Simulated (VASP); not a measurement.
These are PBE GGA, VASP's PBE PAW potentials (set 64) (plane waves; VASP) values and carry that method's errors.

The input files of a VASP run:

**KPOINTS**
```
Automatic mesh
0
Gamma
10 10 10
0 0 0
```

File POSCAR:
```
BP
1
   -0.0000000000     2.1686013850     2.1686013850
    2.1686013850    -0.0000000000     2.1686013850
    2.1686013850     2.1686013850     0.0000000000
B P
1 1
Direct
  0.0000000000   0.0000000000   0.0000000000
  0.2500000000   0.2500000000   0.2500000000
```

### INCAR
```
SYSTEM = BP
PREC = Accurate
ENCUT = 620
EDIFF = 1E-6
NELM = 100
ALGO = Normal
LREAL = .FALSE.
LASPH = .TRUE.
ISMEAR = 0
SIGMA = 0.05
GGA = PE
LWAVE = .FALSE.
LCHARG = .FALSE.
IBRION = 2
ISIF = 3
NSW = 40
EDIFFG = -0.02
PSTRESS = 300
```

POTCAR, in this order: B P (PBE.64 set). Program: vasp_std.

Output of the run:

File OUTCAR:
```
 ion  position               nearest neighbor table
   1  0.000  0.000  0.000-   2 1.88   2 1.88   2 1.88   2 1.88
   2  0.250  0.250  0.250-   1 1.88   1 1.88   1 1.88   1 1.88
  LATTYP: Found a face centered cubic cell.
 ALAT       =     4.3372027700
 Subroutine PRICEL returns:
 Original cell was already a primitive cell.
 Subroutine GETGRP returns: Found 24 space group operations
The static configuration has the point symmetry T_d .
The dynamic configuration has the point symmetry T_d .
 Subroutine INISYM returns: Found 24 space group operations
 Subroutine IBZKPT returns following result:
 Found     47 irreducible k-points:

 Following reciprocal coordinates:
            Coordinates               Weight
  0.000000  0.000000  0.000000      1.000000
  0.100000  0.000000  0.000000      8.000000
  0.200000  0.000000  0.000000      8.000000
  0.300000  0.000000  0.000000      8.000000
  0.400000  0.000000  0.000000      8.000000
  0.500000  0.000000  0.000000      4.000000
  0.100000  0.100000  0.000000      6.000000
  0.200000  0.100000  0.000000     24.000000
  0.300000  0.100000  0.000000     24.000000
  0.400000  0.100000  0.000000     24.000000
  0.500000  0.100000  0.000000     24.000000
 -0.400000  0.100000  0.000000     24.000000
 -0.300000  0.100000  0.000000     24.000000
 -0.200000  0.100000  0.000000     24.000000
 -0.100000  0.100000  0.000000     12.000000
  0.200000  0.200000  0.000000      6.000000
  0.300000  0.200000  0.000000     24.000000
  0.400000  0.200000  0.000000     24.000000
  0.500000  0.200000  0.000000     24.000000
 -0.400000  0.200000  0.000000     24.000000
 -0.300000  0.200000  0.000000     24.000000
 -0.200000  0.200000  0.000000     12.000000
  0.300000  0.300000  0.000000      6.000000
  0.400000  0.300000  0.000000     24.000000
  0.500000  0.300000  0.000000     24.000000
 -0.400000  0.300000  0.000000     24.000000
 -0.300000  0.300000  0.000000     12.000000
  0.400000  0.400000  0.000000      6.000000
  0.500000  0.400000  0.000000     24.000000
 -0.400000  0.400000  0.000000     12.000000
  0.500000  0.500000  0.000000      3.000000
  0.300000  0.200000  0.100000     24.000000
  0.400000  0.200000  0.100000     48.000000
  0.500000  0.200000  0.100000     48.000000
 -0.400000  0.200000  0.100000     24.000000
  0.400000  0.300000  0.100000     24.000000
  0.500000  0.300000  0.100000     48.000000
 -0.400000  0.300000  0.100000     48.000000
 -0.300000  0.300000  0.100000     48.000000
 -0.200000  0.300000  0.100000     24.000000
   k-points           NKPTS =     47   k-points in BZ     NKDIM =     47   number of bands    NBANDS=      8
   number of dos      NEDOS =    301   number of ions     NIONS =      2
   total plane-waves  NPLWV =  21952
   dimension x,y,z NGX =    28 NGY =   28 NGZ =   28
   dimension x,y,z NGXF=    56 NGYF=   56 NGZF=   56
   ions per type =               1   1
   PREC   = accura    normal or accurate (medium, high low for compatibility)
   ISTART =      0    job   : 0-new  1-cont  2-samecut
   ICHARG =      2    charge: 1-file 2-atom 10-const
   ISPIN  =      1    spin polarized calculation?
   LNONCOLLINEAR =      F non collinear calculations
   LSORBIT =      F    spin-orbit coupling
   INIWAV =      1    electr: 0-lowe 1-rand  2-diag
   ENCUT  =  620.0 eV  45.57 Ry    6.75 a.u.   6.23  6.23  6.23*2*pi/ulx,y,z
   NELM   =    100;   NELMIN=  2; NELMDL= -5     # of ELM steps
   EDIFF  = 0.1E-05   stopping-criterion for ELM
   LREAL  =      F    real-space projection
   NLSPLINE    = F    spline interpolate recip. space projectors
   LMAXMIX     =    2 max onsite mixed and CHGCAR
...
```

OSZICAR:
```
       N       E                     dE             d eps       ncg     rms          rms(c)
DAV:   1     0.148233791464E+02    0.14823E+02   -0.47028E+03   760   0.105E+03
DAV:   2    -0.134442119835E+02   -0.28268E+02   -0.27076E+02  1216   0.125E+02
DAV:   3    -0.137050332211E+02   -0.26082E+00   -0.26082E+00   880   0.159E+01
DAV:   4    -0.137057466996E+02   -0.71348E-03   -0.71348E-03  1224   0.749E-01
DAV:   5    -0.137057468168E+02   -0.11722E-06   -0.11722E-06   896   0.104E-02    0.875E+00
DAV:   6    -0.128228129438E+02    0.88293E+00   -0.21219E+00   880   0.862E+00    0.472E+00
DAV:   7    -0.126826752908E+02    0.14014E+00   -0.43590E-01  1168   0.410E+00    0.148E+00
DAV:   8    -0.126734391942E+02    0.92361E-02   -0.32001E-02   792   0.131E+00    0.267E-01
DAV:   9    -0.126737365298E+02   -0.29734E-03   -0.47136E-04  1112   0.216E-01    0.166E-01
DAV:  10    -0.126739075000E+02   -0.17097E-03   -0.23956E-04   848   0.127E-01    0.262E-02
DAV:  11    -0.126739171379E+02   -0.96379E-05   -0.11318E-05  1104   0.305E-02    0.374E-02
DAV:  12    -0.126739178726E+02   -0.73473E-06   -0.25269E-06   784   0.114E-02
   1 F= -.88546523E+01 E0= -.88546523E+01  d E =-.885465E+01
```

**OUTCAR**
```
------------------------ aborting loop because EDIFF is reached ----------------------------------------
  FORCE on cell =-STRESS in cart. coord.  units (eV):
  Direction    XX          YY          ZZ          XY          YZ          ZX
  --------------------------------------------------------------------------------------
  Total        3.7977032      3.7977032      3.7977032      0.0000000      0.0000000     -0.0000000
  in kB      298.3062955    298.3062955    298.3062955      0.0000000      0.0000000     -0.0000000
  external PRESSURE =      -1.6937045 kB  Pullay stress =     300.0000000 kB
  volume of cell :       20.40
      direct lattice vectors                 reciprocal lattice vectors
     0.000000000  2.168601385  2.168601385    -0.230563350  0.230563350  0.230563350
     2.168601385  0.000000000  2.168601385     0.230563350 -0.230563350  0.230563350
     2.168601385  2.168601385  0.000000000     0.230563350  0.230563350 -0.230563350
  FREE ENERGIE OF THE ION-ELECTRON SYSTEM (eV)
  ---------------------------------------------------
  free  energy   TOTEN  =       -12.6739178726 eV

  energy  without entropy=      -12.6739178726  energy(sigma->0) =      -12.67391787
  enthalpy is  TOTEN    =        -8.8546522797 eV   P V=        3.8192655929

 reached required accuracy - stopping structural energy minimisation
```
(Selected blocks of OUTCAR.)

The compound is BP in the zinc blende structure. It was relaxed first under an external pressure of 30 GPa.
